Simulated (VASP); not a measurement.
# LiH: convergence with the plane-wave cutoff and smearing, part 3 of 3

A convergence test on LiH: the plane-wave cutoff and smearing. The series runs use LDA. The atoms of the start are displaced at random from the sites of a Fm-3m cell.

VASP 6.6.1; LDA; plane waves and PAW (Li_sv, H).

So far. Step 16 (Smearing: ISMEAR = 2, SIGMA = 0.01): Against the first of the series the energy at zero width stays within 0.01 meV an atom and the pressure within 0.01 GPa, after 10 cycles in 16 s. The entropy term T·S comes to 0.00 meV an atom in size.

The database entry behind the starting cell differs from later determinations by our own check (the deuteride, about 0.2 % short), so it need not match the best structure at ambient conditions.

### Step 17. Smearing: ISMEAR = 2, SIGMA = 0.05

File INCAR:

```
SYSTEM = LiH
PREC = Accurate
ENCUT = 650
EDIFF = 1E-06
NELM = 100
ISMEAR = 2
SIGMA = 0.05
LREAL = .FALSE.
ALGO = Normal
GGA = CA
NBANDS = 8
LORBIT = 11
LWAVE = .FALSE.
LCHARG = .FALSE.
KPAR = 2
ISIF = 2
```

File POSCAR:

```
LiH
1.0
    0.0000000000      2.0367500000      2.0367500000
    2.0367500000      0.0000000000      2.0367500000
    2.0367500000      2.0367500000      0.0000000000
Li H
1 1
Direct
    0.0122290000     -0.0038920000      0.0003880000
    0.4966860000      0.4981150000      0.5046530000
```

File KPOINTS:

```
Automatic mesh
0
Gamma
8 8 8
0 0 0
```

Potentials, in the order of the species: Li_sv and H (PBE family, release 64).

The run is started by

```
$ mpirun -np 2 vasp_std
```

Log:

```text
[... set-up lines as in an earlier step ...]
 entering main loop
       N       E                     dE             d eps       ncg     rms          rms(c)
DAV:   1    -0.228855369052E+01   -0.22886E+01   -0.16856E+03  4184   0.528E+02
DAV:   2    -0.644262745291E+01   -0.41541E+01   -0.41401E+01  5816   0.500E+01
DAV:   3    -0.649701863023E+01   -0.54391E-01   -0.54407E-01  5000   0.569E+00
DAV:   4    -0.649743150239E+01   -0.41287E-03   -0.39726E-03  6504   0.406E-01
[... 4 cycles as in an earlier step ...]
DAV:   9    -0.627777097863E+01    0.34761E-04   -0.14435E-04  6448   0.492E-02    0.989E-03
[... 1 cycle as in an earlier step ...]
   1 F= -.62777703E+01 E0= -.62777703E+01  d E =-.163077E-37
```

Run time: 18 s. Hardware: 2 MPI ranks of AMD EPYC 7R43, shared host; peak memory 0.24 GiB; 34 s of CPU time.

Parts of OUTCAR (step 17):

```text
  Total       -0.4349224     -0.4319504     -0.4300555      0.0002132     -0.0005273      0.0002138
  in kB      -41.2362511    -40.9544717    -40.7748053      0.0202147     -0.0499971      0.0202668
  external PRESSURE =     -40.9885094 kB  Pullay stress =       0.0000000 kB

[... 5 parts as in an earlier step ...]

[... 1 further part left out ...]
[key lines of the parts left out:]
E-fermi :   0.3158
```

Against the run before the energy at zero width stays within 0.01 meV an atom and the pressure within 0.01 GPa, after 10 cycles in 18 s. The entropy term T·S comes to 0.00 meV an atom in size.

### Step 18. Smearing: ISMEAR = 2, SIGMA = 0.1

Changes to INCAR since step 17:

```diff
@@ -6,3 +6,3 @@
 ISMEAR = 2
-SIGMA = 0.05
+SIGMA = 0.1
 LREAL = .FALSE.
```

POSCAR is that of step 17.

KPOINTS is that of step 17.

The run is started by

```
$ mpirun -np 2 vasp_std
```

Log:

```text
[... set-up lines as in an earlier step ...]
 entering main loop
       N       E                     dE             d eps       ncg     rms          rms(c)
DAV:   1    -0.228860780143E+01   -0.22886E+01   -0.16856E+03  4184   0.528E+02
DAV:   2    -0.644260723021E+01   -0.41540E+01   -0.41399E+01  5816   0.500E+01
DAV:   3    -0.649703424259E+01   -0.54427E-01   -0.54419E-01  5000   0.569E+00
DAV:   4    -0.649741587500E+01   -0.38163E-03   -0.39726E-03  6504   0.406E-01
[...]
DAV:   8    -0.627780581838E+01   -0.75569E-03   -0.35503E-03  4584   0.495E-01    0.352E-02
DAV:   9    -0.627777097672E+01    0.34842E-04   -0.14448E-04  6448   0.492E-02    0.989E-03
DAV:  10    -0.627777030744E+01    0.66927E-06   -0.32939E-06  4752   0.154E-02
   1 F= -.62777703E+01 E0= -.62777703E+01  d E =-.260918E-10
```

Elapsed: 20 s, on 2 MPI ranks; peak memory 0.24 GiB; 38 s of CPU time.

OUTCAR, selected parts (step 18):

```text
  Total       -0.4349228     -0.4319509     -0.4300559      0.0002132     -0.0005274      0.0002137
  in kB      -41.2362883    -40.9545156    -40.7748460      0.0202130     -0.0500003      0.0202659
  external PRESSURE =     -40.9885500 kB  Pullay stress =       0.0000000 kB

 POSITION                                       TOTAL-FORCE (eV/Angst)
 -----------------------------------------------------------------------------------
      2.02961      0.02570      2.05373         0.011488     -0.020911     -0.025036
      2.04239      2.03948      2.02616        -0.011488      0.020911      0.025036
 -----------------------------------------------------------------------------------
    total drift:                               -0.000069     -0.000212      0.000046

  FREE ENERGIE OF THE ION-ELECTRON SYSTEM (eV)
  ---------------------------------------------------
  free  energy   TOTEN  =        -6.2777703074 eV

  energy  without entropy=       -6.2777703074  energy(sigma->0) =       -6.27777031

[... 2 parts as in an earlier step ...]

[... 1 further part left out ...]
[key lines of the parts left out:]
E-fermi :   0.3158
```

Against the run before the energy at zero width stays within 0.01 meV an atom and the pressure within 0.01 GPa, after 10 cycles in 20 s. The entropy term T·S comes to 0.00 meV an atom in size.

### Step 19. Smearing: ISMEAR = 2, SIGMA = 0.2

Changes to INCAR since step 18:

```diff
@@ -6,3 +6,3 @@
 ISMEAR = 2
-SIGMA = 0.1
+SIGMA = 0.2
 LREAL = .FALSE.
```

POSCAR is that of step 18.

KPOINTS is that of step 18.

The run is started by

```
$ mpirun -np 2 vasp_std
```

Log:

```text
[... set-up lines as in an earlier step ...]
 entering main loop
       N       E                     dE             d eps       ncg     rms          rms(c)
DAV:   1    -0.228867142629E+01   -0.22887E+01   -0.16856E+03  4184   0.528E+02
DAV:   2    -0.644249324099E+01   -0.41538E+01   -0.41398E+01  5816   0.500E+01
DAV:   3    -0.649683258036E+01   -0.54339E-01   -0.54317E-01  5000   0.569E+00
DAV:   4    -0.649722980907E+01   -0.39723E-03   -0.39723E-03  6504   0.405E-01
[...]
DAV:   8    -0.627763594972E+01   -0.75515E-03   -0.35481E-03  4584   0.495E-01    0.352E-02
DAV:   9    -0.627760122493E+01    0.34725E-04   -0.14423E-04  6448   0.492E-02    0.990E-03
DAV:  10    -0.627760055382E+01    0.67110E-06   -0.32897E-06  4752   0.153E-02
   1 F= -.62776006E+01 E0= -.62777289E+01  d E =0.513202E-03
```

Run time: 21 s. Hardware: 2 MPI ranks; peak memory 0.23 GiB.

Parts of OUTCAR (step 19):

```text
  Total       -0.4360637     -0.4326812     -0.4305307      0.0002150     -0.0005308      0.0002158
  in kB      -41.3444621    -41.0237576    -40.8198652      0.0203809     -0.0503267      0.0204565
  external PRESSURE =     -41.0626950 kB  Pullay stress =       0.0000000 kB

 POSITION                                       TOTAL-FORCE (eV/Angst)
 -----------------------------------------------------------------------------------
      2.02961      0.02570      2.05373         0.011562     -0.021026     -0.025161
      2.04239      2.03948      2.02616        -0.011562      0.021026      0.025161
 -----------------------------------------------------------------------------------
    total drift:                               -0.000069     -0.000212      0.000046

  FREE ENERGIE OF THE ION-ELECTRON SYSTEM (eV)
  ---------------------------------------------------
  free  energy   TOTEN  =        -6.2776005538 eV

  energy  without entropy=       -6.2781137558  energy(sigma->0) =       -6.27772885

[... 2 parts as in an earlier step ...]

[... 1 further part left out ...]
[key lines of the parts left out:]
E-fermi :  -0.0946
```

Against the run before the energy at zero width moves by +0.02 meV an atom and the pressure by -0.01 GPa, after 10 cycles in 21 s. The entropy term T·S comes to 0.26 meV an atom in size.

### Step 20. Smearing: ISMEAR = 2, SIGMA = 0.5

Changes to INCAR since step 19:

```diff
@@ -6,3 +6,3 @@
 ISMEAR = 2
-SIGMA = 0.2
+SIGMA = 0.5
 LREAL = .FALSE.
```

POSCAR is that of step 19.

KPOINTS is that of step 19.

The run is started by

```
$ mpirun -np 2 vasp_std
```

Log:

```text
[... set-up lines as in an earlier step ...]
 entering main loop
       N       E                     dE             d eps       ncg     rms          rms(c)
DAV:   1    -0.228904876486E+01   -0.22890E+01   -0.16856E+03  4184   0.528E+02
DAV:   2    -0.644214572272E+01   -0.41531E+01   -0.41342E+01  5816   0.500E+01
DAV:   3    -0.649649663674E+01   -0.54351E-01   -0.54329E-01  5000   0.569E+00
DAV:   4    -0.649689388599E+01   -0.39725E-03   -0.39725E-03  6504   0.406E-01
[...]
DAV:   8    -0.627724698839E+01   -0.75761E-03   -0.35691E-03  4584   0.496E-01    0.362E-02
DAV:   9    -0.627720965617E+01    0.37332E-04   -0.15187E-04  6448   0.503E-02    0.986E-03
DAV:  10    -0.627720899318E+01    0.66299E-06   -0.33949E-06  4736   0.156E-02
   1 F= -.62772090E+01 E0= -.62772374E+01  d E =0.113686E-03
```

Elapsed: 21 s, on 2 MPI ranks; peak memory 0.22 GiB; 40 s of CPU time.

From OUTCAR (step 20):

```text
  Total       -0.4347913     -0.4316323     -0.4296200      0.0002099     -0.0005219      0.0002099
  in kB      -41.2238223    -40.9243115    -40.7335199      0.0198971     -0.0494868      0.0199033
  external PRESSURE =     -40.9605512 kB  Pullay stress =       0.0000000 kB

 POSITION                                       TOTAL-FORCE (eV/Angst)
 -----------------------------------------------------------------------------------
      2.02961      0.02570      2.05373         0.011514     -0.020951     -0.025079
      2.04239      2.03948      2.02616        -0.011514      0.020951      0.025079
 -----------------------------------------------------------------------------------
    total drift:                               -0.000069     -0.000212      0.000044

  FREE ENERGIE OF THE ION-ELECTRON SYSTEM (eV)
  ---------------------------------------------------
  free  energy   TOTEN  =        -6.2772089932 eV

  energy  without entropy=       -6.2773226796  energy(sigma->0) =       -6.27723741

[... 2 parts as in an earlier step ...]

[... 1 further part left out ...]
[key lines of the parts left out:]
E-fermi :   0.0737
```

Against the run before the energy at zero width moves by +0.25 meV an atom and the pressure by +0.01 GPa, after 10 cycles in 21 s. The entropy term T·S comes to 0.06 meV an atom in size.

### Step 21. Smearing: ISMEAR = -5

Changes to INCAR since step 20:

```diff
@@ -5,4 +5,4 @@
 NELM = 100
-ISMEAR = 2
-SIGMA = 0.5
+ISMEAR = -5
+SIGMA = 0.05
 LREAL = .FALSE.
```

POSCAR is that of step 20.

KPOINTS is that of step 20.

The run is started by

```
$ mpirun -np 2 vasp_std
```

Log:

```text
[... set-up lines as in an earlier step ...]
 entering main loop
       N       E                     dE             d eps       ncg     rms          rms(c)
DAV:   1    -0.228819209518E+01   -0.22882E+01   -0.16856E+03  4184   0.528E+02
DAV:   2    -0.644262745291E+01   -0.41544E+01   -0.41544E+01  5816   0.500E+01
[... 8 cycles as in an earlier step ...]
   1 F= -.62777703E+01 E0= -.62777703E+01  d E =0.000000E+00
```

The job ended after 23 s (2 MPI ranks; peak memory 0.25 GiB; 43 s of CPU time).

OUTCAR, selected parts (step 21):

```text
  Total       -0.4349224     -0.4319504     -0.4300555      0.0002132     -0.0005273      0.0002138
  in kB      -41.2362510    -40.9544717    -40.7748052      0.0202147     -0.0499968      0.0202668
  external PRESSURE =     -40.9885093 kB  Pullay stress =       0.0000000 kB

[... 5 parts as in an earlier step ...]

[... 1 further part left out ...]
[key lines of the parts left out:]
E-fermi :   0.0357
```

Against the first of the series the energy at zero width stays within 0.01 meV an atom and the pressure within 0.01 GPa, after 10 cycles in 23 s.

### Step 22. The smearing series as a table

This step: convergence of LDA results with the smearing; plane waves and PAW (VASP 6.6.1).

Derived from the runs above.

Differences are taken from the run with ISMEAR = -1, SIGMA = 0.01. Results of the series, by row:

| setting | status | energy less the reference (meV/atom) | pressure (GPa) | largest force difference (meV/Å) | gap (eV) | SCF cycles | wall time (s) |
| --- | --- | --- | --- | --- | --- | --- | --- |
| ISMEAR = -1, SIGMA = 0.01 | converged | 0 | -4.099 | 0 | 2.651 | 10 | 16.4 |
| ISMEAR = -1, SIGMA = 0.05 | converged | 0 | -4.099 | 0 | 2.651 | 10 | 16.6 |
| ISMEAR = -1, SIGMA = 0.1 | converged | 2.00e-5 | -4.099 | 0 | 2.651 | 10 | 15.6 |
| ISMEAR = -1, SIGMA = 0.2 | converged | 0.02467 | -4.099 | 0.01 | 2.651 | 10 | 16 |
| ISMEAR = -1, SIGMA = 0.5 | converged | 5.245 | -4.039 | 0.92 | 2.659 | 10 | 16.6 |
| ISMEAR = 2, SIGMA = 0.01 | converged | 8.15e-4 | -4.098 | 0.085 | 2.651 | 10 | 15.8 |
| ISMEAR = 2, SIGMA = 0.05 | converged | 0 | -4.099 | 0 | 2.651 | 10 | 17.8 |
| ISMEAR = 2, SIGMA = 0.1 | converged | 0 | -4.099 | 0.001 | 2.651 | 10 | 19.8 |
| ISMEAR = 2, SIGMA = 0.2 | converged | 0.02073 | -4.106 | 0.124 | 2.651 | 10 | 21 |
| ISMEAR = 2, SIGMA = 0.5 | converged | 0.2665 | -4.096 | 0.042 | 2.65 | 10 | 21 |
| ISMEAR = -5 | converged | 0 | -4.099 | 0 | 2.651 | 10 | 23 |

### Step 23. Outcome

```yaml
plane_wave_cutoff_from_which_the_energy_stays_within_10_mev_atom_of_the_reference: ENCUT = 450
plane_wave_cutoff_from_which_the_energy_stays_within_1_mev_atom_of_the_reference: ENCUT = 650
plane_wave_cutoff_from_which_the_pressure_stays_within_0p2_gpa_of_the_reference: ENCUT = 570
spread_of_the_pressure_over_the_plane_wave_cutoff: 7.25 GPa
spread_of_the_energy_over_the_plane_wave_cutoff: 266 meV/atom
spread_of_the_pressure_over_the_smearing: 0.0674 GPa
spread_of_the_energy_over_the_smearing: 5.25 meV/atom
```

In words: From ENCUT = 650 on, the energy stays within 1 meV an atom of the reference, at 52 % of its time. The pressure holds within 0.2 GPa from ENCUT = 570 on. These cutoffs are 0.6 to 2 times the default of the data sets, about 500 eV; at the default the run is off by -1.1 meV an atom, -0.28 GPa, and at 1.3 times by -0.7 meV an atom, -0.09 GPa. Energy differences between like cells converge faster than these totals. The usual rule keeps the entropy term T·S under 1 meV an atom, which holds up to a width of 0.2 eV for Fermi-Dirac and 0.5 eV for second-order Methfessel-Paxton. Farthest in energy from the narrowest smearing lies ISMEAR = -1, SIGMA = 0.5 (+5.2 meV an atom, +0.06 GPa, 0.9 meV/Å in forces). Methfessel-Paxton smearing is made for metals and can give negative occupations at band edges. Differences are taken from the run with ENCUT = 1000, which is itself not the exact limit. The runs at ENCUT = 300; ENCUT = 370 are over 30 meV an atom or 2 GPa off and describe the material poorly.

[Lines on the potential files, build, host, timing and source positions are cut from VASP's logs without a mark.]

[Logs are printed without paths, hosts, clocks, repeated set-up lines and the standing remarks that a program may print on its own settings, such as how far it seeks lower states.]

[Hosts, paths, dates, database ids (printed as entryN), source tags and the programs' standing remarks are cut or masked in the printed files.]

[A measured line is paired with the nearest computed mode of its activity, which favours agreement.]
